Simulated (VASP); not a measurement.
Level of theory: r2SCAN meta-GGA, VASP's PBE PAW potentials (set 64) (plane waves; VASP).

The input files of a VASP run:

### POSCAR
```
KTaO3
1
    3.9959558705     0.0000000000    -0.0000000000
   -0.0000000000     3.9959558705    -0.0000000000
    0.0000000000     0.0000000000     3.9959558705
K Ta O
1 1 3
Direct
  0.0000000000   0.0000000000   0.0000000000
  0.5000000000   0.5000000000   0.5000000000
  0.5000000000   0.0000000000   0.5000000000
  0.0000000000   0.5000000000   0.5000000000
  0.5000000000   0.5000000000   0.0000000000
```

KPOINTS:
```
kpoints
0
G
  5 5 5
```

INCAR:
```
! general
SYSTEM  = KTaO3
PREC    = Accurate
ENCUT   = 520   ! plane-wave cut-off (eV)
LREAL   = F
LASPH   = T   ! aspherical one-centre terms

! electronic loop
EDIFF   = 1E-8
NELM    = 100   ! most electronic steps
ALGO    = Normal   ! blocked Davidson
LMAXMIX = 6   ! l cut-off of mixed one-centre charges
LMIXTAU = T

! smearing
ISMEAR  = 0
SIGMA   = 0.05

! functional
METAGGA = R2SCAN

! ions
IBRION  = 1
NSW     = 30   ! most ionic steps
ISIF    = 2   ! forces and stress, cell fixed
EDIFFG  = -0.001

! output
LWAVE   = F
LCHARG  = F
```

POTCAR, in this order: K_sv Ta_pv O (PBE.64 set). Program: vasp_std.

The run wrote:

File OSZICAR:
```
       N       E                     dE             d eps       ncg     rms          rms(c)
DAV:   1     0.290734352428E+03    0.29073E+03   -0.21926E+04   460   0.171E+03
DAV:   2    -0.876211288670E+02   -0.37836E+03   -0.37197E+03   573   0.466E+02
DAV:   3    -0.106636581550E+03   -0.19015E+02   -0.18972E+02   572   0.104E+02
DAV:   4    -0.107133996778E+03   -0.49742E+00   -0.49719E+00   818   0.150E+01
DAV:   5    -0.107136565629E+03   -0.25689E-02   -0.25688E-02   572   0.110E+00    0.363E+01
DAV:   6    -0.881617464179E+02    0.18975E+02   -0.29082E+01   594   0.445E+01    0.139E+01
DAV:   7    -0.867274668507E+02    0.14343E+01   -0.18611E+00   672   0.120E+01    0.716E+00
DAV:   8    -0.906795821413E+02   -0.39521E+01   -0.10765E+00   708   0.105E+01    0.973E-01
DAV:   9    -0.868202152258E+02    0.38594E+01   -0.69284E-01   621   0.765E+00    0.460E-01
DAV:  10    -0.870516951793E+02   -0.23148E+00   -0.63646E-02   683   0.211E+00    0.368E-01
DAV:  11    -0.870359016188E+02    0.15794E-01   -0.10998E-03   652   0.290E-01    0.341E-01
DAV:  12    -0.871517519649E+02   -0.11585E+00   -0.33221E-02   516   0.194E+00    0.773E-02
DAV:  13    -0.871592949123E+02   -0.75429E-02   -0.39268E-03   683   0.592E-01    0.758E-02
DAV:  14    -0.871595409356E+02   -0.24602E-03   -0.43928E-04   576   0.217E-01    0.109E-01
DAV:  15    -0.871597660887E+02   -0.22515E-03   -0.83264E-05   784   0.833E-02    0.738E-02
DAV:  16    -0.871598316231E+02   -0.65534E-04   -0.18035E-04   795   0.128E-01    0.278E-02
DAV:  17    -0.871598419726E+02   -0.10349E-04   -0.29641E-04   530   0.189E-01    0.104E-02
DAV:  18    -0.871600248026E+02   -0.18283E-03   -0.66773E-05   530   0.896E-02    0.426E-03
DAV:  19    -0.871600250310E+02   -0.22840E-06   -0.25140E-06   752   0.133E-02    0.295E-03
DAV:  20    -0.871600279242E+02   -0.28932E-05   -0.18627E-06   630   0.155E-02    0.373E-03
DAV:  21    -0.871600293244E+02   -0.14002E-05   -0.66973E-07   572   0.876E-03    0.120E-03
DAV:  22    -0.871600291868E+02    0.13763E-06   -0.12155E-07   594   0.316E-03    0.246E-04
DAV:  23    -0.871600292387E+02   -0.51982E-07   -0.27541E-08   515   0.178E-03    0.140E-04
DAV:  24    -0.871600292438E+02   -0.50859E-08   -0.23054E-09   391   0.509E-04
   1 F= -.87160029E+02 E0= -.87160029E+02  d E =-.871600E+02
```

### OUTCAR
```
------------------------ aborting loop because EDIFF is reached ----------------------------------------
  FORCE on cell =-STRESS in cart. coord.  units (eV):
  Direction    XX          YY          ZZ          XY          YZ          ZX
  --------------------------------------------------------------------------------------
  Total       -0.0001489     -0.0001489     -0.0001489      0.0000000      0.0000000      0.0000000
  in kB       -0.0037398     -0.0037398     -0.0037398      0.0000000      0.0000000      0.0000000
  external PRESSURE =      -0.0037398 kB  Pullay stress =       0.0000000 kB
  volume of cell :       63.81
      direct lattice vectors                 reciprocal lattice vectors
     3.995955871  0.000000000  0.000000000     0.250253014  0.000000000  0.000000000
     0.000000000  3.995955871  0.000000000     0.000000000  0.250253014  0.000000000
     0.000000000  0.000000000  3.995955871     0.000000000  0.000000000  0.250253014
 POSITION                                       TOTAL-FORCE (eV/Angst)
 -----------------------------------------------------------------------------------
      0.00000      0.00000      0.00000         0.000000      0.000000      0.000000
      1.99798      1.99798      1.99798         0.000000      0.000000      0.000000
      1.99798      0.00000      1.99798         0.000000      0.000000      0.000000
      0.00000      1.99798      1.99798         0.000000      0.000000      0.000000
      1.99798      1.99798      0.00000         0.000000      0.000000      0.000000
 -----------------------------------------------------------------------------------
    total drift:                                0.000000      0.000000     -0.000000
  FREE ENERGIE OF THE ION-ELECTRON SYSTEM (eV)
  ---------------------------------------------------
  free  energy   TOTEN  =       -87.1600292438 eV

  energy  without entropy=      -87.1600292438  energy(sigma->0) =      -87.16002924

 reached required accuracy - stopping structural energy minimisation
```
(Selected blocks of OUTCAR.)

The compound is KTaO3 in the cubic perovskite structure. It was relaxed first. The start is the result of an earlier pass.
